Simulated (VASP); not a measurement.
LaRu3, 4 atoms in the cell. It takes space group Fm-3m (No. 225, cubic). The conventional cell has a = 6.441 Å, b = 6.441 Å, c = 6.441 Å, α = 90.00°, β = 90.00°, γ = 90.00°. La (site symmetry m-3m) has 8 Ru at 2.79 Å as nearest neighbours. Ru (site symmetry m-3m) is surrounded by 8 Ru at 2.79 Å. Around Ru (site symmetry -43m) lie 4 La at 2.79 Å and 4 Ru at 2.79 Å. The cell comes from a database or a generator and needn't be the stable form of this composition.

```yaml
Program: VASP 6.6.1
Task: single point
Functional: PBEsol
Potentials_or_basis: VASP PAW PBE potentials, release 64 (La, Ru_pv)
Cutoff: 520 eV
k_mesh: 8 × 8 × 8
Occupations: gaussian, width 0.05 eV
Spin: no spin polarisation
Dipole_correction: no
Further_INCAR_settings: ALGO = Normal; EDIFF = 1e-06; NBANDS = 34
```

Potentials or basis: VASP PAW PBE potentials, release 64 (La, Ru_pv).

Run with:

```console
$ cat potpaw_PBE.64/La/POTCAR potpaw_PBE.64/Ru_pv/POTCAR > POTCAR
$ mpirun -np 1 vasp_std > vasp.out
```

Hardware: 1 thread of Intel(R) Xeon(R) Platinum 8375C CPU @ 2.90GHz (Ice Lake), on a shared host.

**Question.** Estimate the wall time of this run.

**Answer.** Wall time 95 s on 1 thread of Intel(R) Xeon(R) Platinum 8375C CPU @ 2.90GHz (Ice Lake) (shared host), peak memory 0.24 GiB. Counts: scf iterations 15, k points 29.
